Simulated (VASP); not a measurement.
Method: LDA (Ceperley-Alder, Perdew-Zunger), VASP's LDA PAW potentials (set 64) (plane waves; VASP). Each cell was relaxed at this level.

Task: Which of these has an unstable (imaginary) mode at Γ?
A. HfPbO3, Pm-3m (221)
B. CdI2, P-3m1 (164)
C. MoP, P-6m2 (187)
D. BeTe, F-43m (216)

Result: A, HfPbO3, Pm-3m (221). Its optical Γ-point modes are 122i (×3), 105 (×3), 145 (×3), 600 (×3) cm⁻¹.
